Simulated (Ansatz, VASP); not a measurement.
# Ga12Ge13O44 (amorphous 32Ga2O3-68GeO2 (mol %)) in two plane-wave programs

One calculation is typed for both programs; each brings its own data sets. How far apart do they land? The structure shown is the start of the Ansatz relaxation below; VASP solves that cell, so the two are compared at the walk's first step.

Program: Ansatz 0.2.0. Level of theory: plane waves, with VASP 6.6.1 beside it; single point at revPBE. Results are calculated unless marked as measured.

**1. Starting point**

The cell holds 69 atoms: 12 Ga, 13 Ge and 44 O. Its edges and angles: a = 9.780 Å, b = 9.780 Å, c = 9.780 Å, α = 90.0°, β = 90.0°, γ = 90.0°. As first built, before any earlier steps moved the atoms (in the runner's words): 69 atoms (12 Fe, 13 Ge, 44 O) placed at random at 4.19 g/cm^3, melted at 5000 K for 10 ps at fixed volume with the Morse and Coulomb pair potential with partial charges (Pedone, Malavasi, Menziani, Cormack and Segre, J. Phys. Chem. B 110, 11780 (2006)). Quenched from 5000 K to 300 K at 20 K/ps and fixed volume, held 5 ps, then minimised at fixed cell. Then Fe was replaced by Ga and the cell scaled by 1.006 (the potential has no terms for the new elements, so the cell is a start for a DFT relaxation).

**2. Ansatz: relaxation, revPBE**

Ansatz runs on its PAW soft_1 files.

The two programs are compared at the cell with which this relaxation starts, whose forces are those of its first step.

The input, input.yaml:

```yaml
crystal:
  lattice:
    - [9.77983, 0.0, 0.0]
    - [0.0, 9.77983, 0.0]
    - [0.0, 0.0, 9.77983]
  atoms:
    - { symbol: Ga, position: [0.86996, 0.88951, 0.54555] }
    - { symbol: Ga, position: [0.32419, 0.61134, 0.74796] }
    - { symbol: Ga, position: [0.65876, 0.11954, 0.68941] }
    - { symbol: Ga, position: [0.5854, 0.40092, 0.80407] }
    - { symbol: Ga, position: [0.03502, 0.78679, 0.86018] }
    - { symbol: Ga, position: [0.9844, 0.59596, 0.61079] }
    - { symbol: Ga, position: [0.0813, 0.0844, 0.66809] }
    - { symbol: Ga, position: [0.31767, 0.23195, 0.80763] }
    - { symbol: Ga, position: [0.00676, 0.10558, 0.37427] }
    - { symbol: Ga, position: [0.93214, 0.35515, 0.8069] }
    - { symbol: Ga, position: [0.78587, 0.32337, 0.13866] }
    - { symbol: Ga, position: [0.79902, 0.29048, 0.49573] }
    - { symbol: Ge, position: [0.61468, 0.54137, 0.53178] }
    - { symbol: Ge, position: [0.32153, 0.57681, 0.33261] }
    - { symbol: Ge, position: [0.63266, 0.7687, 0.73752] }
    - { symbol: Ge, position: [0.83148, 0.60457, 0.29649] }
    - { symbol: Ge, position: [0.33418, 0.9047, 0.86933] }
    - { symbol: Ge, position: [0.18846, 0.37216, 0.55493] }
    - { symbol: Ge, position: [0.26313, 0.86395, 0.48545] }
    - { symbol: Ge, position: [0.75892, 0.92011, 0.21543] }
    - { symbol: Ge, position: [0.50498, 0.08925, 0.37987] }
    - { symbol: Ge, position: [0.84424, 0.59837, 0.96638] }
    - { symbol: Ge, position: [0.42272, 0.3933, 0.06321] }
    - { symbol: Ge, position: [0.27534, 0.11775, 0.13939] }
    - { symbol: Ge, position: [0.89281, 0.09421, 0.94363] }
    - { symbol: O, position: [0.5876, 0.33981, 0.09972] }
    - { symbol: O, position: [0.94993, 0.64546, 0.41822] }
    - { symbol: O, position: [0.94754, 0.73813, 0.02352] }
    - { symbol: O, position: [0.66355, 0.39257, 0.62596] }
    - { symbol: O, position: [0.46702, 0.55984, 0.4373] }
    - { symbol: O, position: [0.39531, 0.97982, 0.46376] }
    - { symbol: O, position: [0.1247, 0.2163, 0.50408] }
    - { symbol: O, position: [0.69956, 0.92734, 0.67307] }
    - { symbol: O, position: [0.2724, 0.03558, 0.76259] }
    - { symbol: O, position: [0.16996, 0.5261, 0.65178] }
    - { symbol: O, position: [0.12406, 0.09056, 0.21751] }
    - { symbol: O, position: [0.85712, 0.24466, 0.31231] }
    - { symbol: O, position: [0.00423, 0.99336, 0.85232] }
    - { symbol: O, position: [0.75126, 0.44499, 0.89946] }
    - { symbol: O, position: [0.32009, 0.98834, 0.02651] }
    - { symbol: O, position: [0.4134, 0.45884, 0.89605] }
    - { symbol: O, position: [0.61196, 0.99753, 0.27356] }
    - { symbol: O, position: [0.49392, 0.84718, 0.82682] }
    - { symbol: O, position: [0.73591, 0.70713, 0.86799] }
    - { symbol: O, position: [0.80458, 0.17783, 0.81033] }
    - { symbol: O, position: [0.20947, 0.45831, 0.40054] }
    - { symbol: O, position: [0.30523, 0.76914, 0.62489] }
    - { symbol: O, position: [0.10672, 0.25818, 0.77597] }
    - { symbol: O, position: [0.71378, 0.69075, 0.57286] }
    - { symbol: O, position: [0.52241, 0.2063, 0.80937] }
    - { symbol: O, position: [0.36776, 0.51359, 0.17487] }
    - { symbol: O, position: [0.72911, 0.48852, 0.39044] }
    - { symbol: O, position: [0.52919, 0.60293, 0.70412] }
    - { symbol: O, position: [0.22968, 0.75962, 0.8763] }
    - { symbol: O, position: [0.10985, 0.94804, 0.5118] }
    - { symbol: O, position: [0.87244, 0.94684, 0.35118] }
    - { symbol: O, position: [0.80422, 0.00958, 0.06861] }
    - { symbol: O, position: [0.89058, 0.10529, 0.56919] }
    - { symbol: O, position: [0.30744, 0.25712, 0.02618] }
    - { symbol: O, position: [0.9321, 0.40198, 0.60128] }
    - { symbol: O, position: [0.9692, 0.77924, 0.67691] }
    - { symbol: O, position: [0.26978, 0.74405, 0.35434] }
    - { symbol: O, position: [0.84613, 0.51753, 0.13896] }
    - { symbol: O, position: [0.39324, 0.16704, 0.26538] }
    - { symbol: O, position: [0.9288, 0.25212, 0.01538] }
    - { symbol: O, position: [0.73933, 0.7447, 0.23881] }
    - { symbol: O, position: [0.97116, 0.5533, 0.84066] }
    - { symbol: O, position: [0.34059, 0.33059, 0.6381] }
    - { symbol: O, position: [0.61731, 0.16202, 0.49572] }
kpoints:
  mp_grid: { grid: [1, 1, 1] }
hamiltonian:
  xc: revpbe
  pseudopotentials: { kind: paw, azcp: { folder: soft_1 } }
scf:
  occupations: { method: gaussian, width: 0.05 }
output:
  forces: true
relax:
  f_tol: 0.05
  max_steps: 150
  cell: {}
```

Launch:

```console
$ ansatz run input.yaml --threads 4 --pin off --max-ram 8192MiB --backend cpu --events-out ev --progress --plain --runs-dir out
```

Numbers of over 12 decimals in the logs are rounded to 6 here.

The log of the run:

```text
Engine: ansatz 0.2.0, aarch64-unknown-linux-gnu
Pseudopotentials: kind: paw
Pseudopotential: Ga, paw, valence charge 13, recommended cutoff 420 eV (normal), soft_1/Ga.paw.azcp
Pseudopotential: Ge, paw, valence charge 14, recommended cutoff 420 eV (normal), soft_1/Ge.paw.azcp
Pseudopotential: O, paw, valence charge 6, recommended cutoff 420 eV (normal), soft_1/O.paw.azcp
Functional definition: revPBE
  parameter kappa = 1.245
  parameter beta = 0.066725
  exchange = pbe_x(kappa = kappa, mu = beta*pi^2/3)
  correlation = pbe_c(beta = beta)
Crystal: 69 atoms, lattice volume = 935.393 Å³
Basis set: ecut = 420 eV, 18325 PW (Γ), exchange–correlation on 144×144×144 points (8 copies of the dense FFT grid, shifted against one another)
Bands: 370, of which v1, the nominal top of the filled ones, is band 301 counted from 1 (300 counted from 0)
Symmetry: 1 space group operations
Space group: P1 (ITA 1), of the structure as read, at distance tolerance 9.8e-5 Å
k-points: 1
Non-local potential: Ga, projectors of the file, l = 0: 2, l = 1: 2, l = 2: 3, l = 3: 1
Non-local potential: Ge, projectors of the file, l = 0: 2, l = 1: 2, l = 2: 3, l = 3: 1
Non-local potential: O, projectors of the file, l = 0: 2, l = 1: 2, l = 2: 1
PAW form: soft (Blöchl's): semilocal exchange-correlation on the pseudo side does not see the compensation charge
PAW frozen core: Ga, regenerated for the run's functional, and the local potential with it (the file was generated under x = pbe(κ = 0.804, μ = 0.219515), c = pbe(β = 0.066725))
PAW frozen core: Ge, regenerated for the run's functional, and the local potential with it (the file was generated under x = pbe(κ = 0.804, μ = 0.219515), c = pbe(β = 0.066725))
PAW frozen core: O, regenerated for the run's functional, and the local potential with it (the file was generated under x = pbe(κ = 0.804, μ = 0.219515), c = pbe(β = 0.066725))
PAW one-centre angular grid: Ga, 590 points (default); XC on 64 Gauss nodes
PAW one-centre angular grid: Ge, 590 points (default); XC on 64 Gauss nodes
PAW one-centre angular grid: O, 110 points (default); XC on 64 Gauss nodes
Initial density: superposition of atomic densities (chi_scale 0.1, normalization cell, long waves kept (reshape's long-wave potential 0.66 eV rms))
Initial wavefunctions: pseudopotential atomic-orbital guess
Functional: x = revpbe(κ = 1.245, μ = 0.219515), c = pbe(β = 0.066725)
SCF iter   1: F=—  HF=-126367.020730 eV  |F-HF|=—  |Δ(HF+E_count)|=         —  Δρ=1.07e-1  dr2=6.84e1  ethr=3.10e-3  ⟨swp⟩=5.0  Hψ=1371  notcnv=0  defer=36
preconditioner: auto → Resta (q_TF=auto, 2.535 Å⁻¹)  ε∞=3.2  [insulator: Δε(μ)=1.672 eV  Ē_g=20.184 eV  σ=0.050 eV  W_gap=1.00  n_scr=250 (ndim 8)  ℏωp=29.8 eV  f_vac=0.138  D(μ)=0.00/eV (n_scr^D=0)  ε∞_Penn≈3.2]
SCF iter   2: F=—  HF=-126349.920833 eV  |F-HF|=—  |Δ(HF+E_count)|=    1.71e1  Δρ=4.69e-2  dr2=1.11e1  ethr=3.10e-3  ⟨swp⟩=2.0  Hψ=662  notcnv=0  defer=62
SCF iter   3: F=—  HF=-126347.189955 eV  |F-HF|=—  |Δ(HF+E_count)|=    2.73e0  Δρ=1.56e-2  dr2=2.08e0  ethr=1.84e-3  ⟨swp⟩=4.0  Hψ=618  notcnv=0  defer=62
SCF iter   4: F=—  HF=-126346.968851 eV  |F-HF|=—  |Δ(HF+E_count)|=   2.21e-1  Δρ=4.85e-3  dr2=2.10e-1  ethr=3.46e-4  ⟨swp⟩=2.0  Hψ=623  notcnv=0  defer=65
SCF iter   5: F=—  HF=-126347.061354 eV  |F-HF|=—  |Δ(HF+E_count)|=   9.25e-2  Δρ=3.23e-3  dr2=8.71e-2  ethr=3.48e-5  ⟨swp⟩=2.0  Hψ=561  notcnv=0  defer=65
SCF iter   6: F=—  HF=-126347.097488 eV  |F-HF|=—  |Δ(HF+E_count)|=   3.61e-2  Δρ=1.31e-3  dr2=1.68e-2  ethr=1.45e-5  ⟨swp⟩=2.0  Hψ=575  notcnv=0  defer=65
SCF iter   7: F=—  HF=-126347.101012 eV  |F-HF|=—  |Δ(HF+E_count)|=   3.52e-3  Δρ=3.66e-4  dr2=2.06e-3  ethr=2.79e-6  ⟨swp⟩=2.0  Hψ=606  notcnv=0  defer=65
SCF iter   8: F=—  HF=-126347.103622 eV  |F-HF|=—  |Δ(HF+E_count)|=   2.61e-3  Δρ=3.11e-4  dr2=9.13e-4  ethr=3.43e-7  ⟨swp⟩=2.0  Hψ=606  notcnv=0  defer=65
SCF iter   9: F=—  HF=-126347.103785 eV  |F-HF|=—  |Δ(HF+E_count)|=   1.63e-4  Δρ=8.51e-5  dr2=7.75e-5  ethr=1.52e-7  ⟨swp⟩=2.0  Hψ=518  notcnv=0  defer=65
SCF iter  10: F=—  HF=-126347.104856 eV  |F-HF|=—  |Δ(HF+E_count)|=   1.07e-3  Δρ=5.09e-5  dr2=2.17e-5  ethr=1.29e-8  ⟨swp⟩=2.0  Hψ=606  notcnv=0  defer=65
SCF iter  11: F=—  HF=-126347.104854 eV  |F-HF|=—  |Δ(HF+E_count)|=   1.76e-6  Δρ=1.81e-5  dr2=2.95e-6  ethr=3.61e-9  ⟨swp⟩=2.0  Hψ=541  notcnv=0  defer=65
SCF iter  12: F=—  HF=-126347.104857 eV  |F-HF|=—  |Δ(HF+E_count)|=   2.55e-6  Δρ=8.79e-6  dr2=7.06e-7  ethr=4.90e-10  ⟨swp⟩=2.0  Hψ=541  notcnv=0  defer=65
SCF iter  13: F=—  HF=-126347.104857 eV  |F-HF|=—  |Δ(HF+E_count)|=   2.88e-7  Δρ=3.96e-6  dr2=1.41e-7  ethr=1.17e-10  ⟨swp⟩=2.0  Hψ=588  notcnv=0  defer=65
SCF iter  14: F=-126347.104857 eV  HF=-126347.104857 eV  |F-HF|=9.07e-9  |Δ(HF+E_count)|=   3.72e-8  Δρ=1.27e-6  dr2=1.60e-8  ethr=1.66e-11  ⟨swp⟩=4.0  Hψ=1087  notcnv=0
[...]
atom  23  Ge    -0.00081106     0.00257642     0.00150253
  atom  24  Ge    -0.00329940    -0.00234005    -0.00365880
  atom  25  Ge    -0.00196413     0.00395009    -0.00179492
  atom  26  O      0.00248236    -0.00220550     0.00176656
  atom  27  O     -0.00012270     0.00109193    -0.00366704
  atom  28  O      0.00039096    -0.00108713    -0.00082188
  atom  29  O     -0.00089915    -0.00287744     0.00697961
  atom  30  O     -0.00009223     0.00110624     0.00126726
  atom  31  O     -0.00003328     0.00194981    -0.00214692
  atom  32  O      0.00356108     0.00028759    -0.00146602
  atom  33  O      0.00147394    -0.00798007     0.00297952
  atom  34  O     -0.00137127     0.00031682    -0.00141138
  atom  35  O      0.00090636     0.00370285     0.00448368
  atom  36  O      0.00173053    -0.00219092     0.00273532
  atom  37  O     -0.00493156     0.00271369     0.00147024
  atom  38  O      0.00297754    -0.00633130    -0.00063646
  atom  39  O     -0.00856085    -0.01232818     0.00299084
  atom  40  O      0.00132626    -0.00238156    -0.00038327
  atom  41  O     -0.00067477     0.00010049    -0.00355234
  atom  42  O      0.00170968    -0.00217212    -0.00079149
  atom  43  O      0.00046488    -0.00122345     0.00069101
  atom  44  O      0.00289172     0.00156094     0.00366647
  atom  45  O      0.00049951    -0.00101168     0.00035363
  atom  46  O      0.00208068     0.00330809     0.00236280
[...]
atom  62  O      0.00024415     0.00201639     0.00162941
  atom  63  O      0.00251930     0.00693787    -0.00038716
  atom  64  O      0.00053742     0.00293244     0.00064033
  atom  65  O      0.00235144    -0.00425636    -0.00500762
  atom  66  O      0.00010086     0.00097393    -0.00264781
  atom  67  O      0.00542165     0.00002901    -0.00251263
  atom  68  O      0.00137224    -0.00151507     0.00087102
  atom  69  O      0.00088436    -0.00183802     0.00038063
  max |Σ_I F_I| component: 2.32e-5 eV/Å
--- Stress (GPa, compression-positive) ---
        0.005174       0.005119      -0.009849
        0.005119       0.006231       0.008450
       -0.009849       0.008450      -0.018134
  P = ⅓ Tr σ = -0.0022 GPa (-0.022 kbar)
--- Relaxed structure (18 steps of the walk, 18 accepted, 2 SCFs on fresh bases) ---
  F+E_penalty+E_count = -126353.57661297 eV   max|allowed force component| = 1.233e-2 eV/Å   (the final SCF, on the basis selected at the relaxed cell)
  cell:  # Å, volume = 920.2200 Å³
    - [9.745282, 0.151723, -0.259938]
    - [0.151723, 10.026884, 0.032096]
    - [-0.259938, 0.032096, 9.426688]
  atoms:
    - { symbol: Ga, position: [0.887067, 0.904101, 0.575669] }
    - { symbol: Ga, position: [0.295860, 0.654581, 0.710876] }
    - { symbol: Ga, position: [0.642697, 0.083005, 0.716793] }
    - { symbol: Ga, position: [0.586593, 0.370973, 0.803687] }
    - { symbol: Ga, position: [0.044870, 0.798079, 0.881102] }
    - { symbol: Ga, position: [0.949196, 0.576863, 0.628342] }
    - { symbol: Ga, position: [0.121733, 0.121873, 0.640930] }
    - { symbol: Ga, position: [0.315900, 0.252232, 0.814748] }
    - { symbol: Ga, position: [0.00808308, 0.116720, 0.364635] }
    - { symbol: Ga, position: [0.923545, 0.328626, 0.810781] }
    - { symbol: Ga, position: [0.780015, 0.324455, 0.128124] }
    - { symbol: Ga, position: [0.759775, 0.310170, 0.479686] }
    - { symbol: Ge, position: [0.591064, 0.559431, 0.539408] }
    - { symbol: Ge, position: [0.323958, 0.603005, 0.303148] }
    - { symbol: Ge, position: [0.625790, 0.763322, 0.755267] }
    - { symbol: Ge, position: [0.816233, 0.600139, 0.307460] }
    - { symbol: Ge, position: [0.337793, 0.923522, 0.875140] }
    - { symbol: Ge, position: [0.208322, 0.390428, 0.523853] }
    - { symbol: Ge, position: [0.282611, 0.875563, 0.449235] }
    - { symbol: Ge, position: [0.767305, 0.910808, 0.225516] }
    - { symbol: Ge, position: [0.524008, 0.067719, 0.380135] }
    - { symbol: Ge, position: [0.848082, 0.589921, 0.961451] }
    - { symbol: Ge, position: [0.433229, 0.391478, 0.074319] }
    - { symbol: Ge, position: [0.271253, 0.116669, 0.150967] }
    - { symbol: Ge, position: [0.909423, 0.078583, 0.961357] }
    - { symbol: O, position: [0.588060, 0.322027, 0.146770] }
    - { symbol: O, position: [0.953192, 0.620100, 0.429819] }
    - { symbol: O, position: [0.970997, 0.710016, 0.026022] }
    - { symbol: O, position: [0.601684, 0.394342, 0.607943] }
    - { symbol: O, position: [0.458585, 0.634780, 0.430244] }
    - { symbol: O, position: [0.458440, 0.927810, 0.465863] }
    - { symbol: O, position: [0.094915, 0.261303, 0.483047] }
    - { symbol: O, position: [0.713473, 0.911311, 0.673486] }
    - { symbol: O, position: [0.284332, 0.061428, 0.760895] }
    - { symbol: O, position: [0.162142, 0.533923, 0.636193] }
    - { symbol: O, position: [0.099460, 0.095724, 0.188476] }
    - { symbol: O, position: [0.841301, 0.241757, 0.313149] }
    - { symbol: O, position: [0.042754, 0.983302, 0.888640] }
    - { symbol: O, position: [0.743962, 0.416408, 0.912301] }
    - { symbol: O, position: [0.339978, 0.978178, 0.055563] }
    - { symbol: O, position: [0.419424, 0.425899, 0.885158] }
    - { symbol: O, position: [0.617655, 1.013083, 0.236196] }
    - { symbol: O, position: [0.510620, 0.893977, 0.826476] }
    - { symbol: O, position: [0.702675, 0.698916, 0.917049] }
    - { symbol: O, position: [0.808632, 0.150453, 0.807210] }
    - { symbol: O, position: [0.236227, 0.459366, 0.353182] }
    - { symbol: O, position: [0.255412, 0.806550, 0.612603] }
    - { symbol: O, position: [0.107819, 0.255560, 0.786806] }
    - { symbol: O, position: [0.721901, 0.663652, 0.614786] }
[...]
- { symbol: O, position: [0.244917, 0.766150, 0.299253] }
    - { symbol: O, position: [0.847565, 0.506882, 0.145555] }
    - { symbol: O, position: [0.382244, 0.162974, 0.300489] }
    - { symbol: O, position: [0.927637, 0.246502, 0.025755] }
    - { symbol: O, position: [0.718768, 0.741430, 0.239364] }
    - { symbol: O, position: [0.964634, 0.519927, 0.833721] }
    - { symbol: O, position: [0.341204, 0.309241, 0.625094] }
    - { symbol: O, position: [0.635748, 0.148799, 0.512187] }
```

Reading the cycles: dr2 is the Hartree energy of the density residual (eV), the measure of convergence; HF is the Harris–Foulkes estimate of the energy, which meets the free energy F at convergence.

[end of part 1 of 2]

[Lines on the potential files, build, host, timing and source positions are cut from VASP's logs without a mark.]

[Logs are printed without paths, hosts, clocks, repeated set-up lines and the standing remarks that a program may print on its own settings, such as how far it seeks lower states.]

[Hosts, paths, dates, database ids (printed as entryN), source tags and the programs' standing remarks are cut or masked in the printed files.]
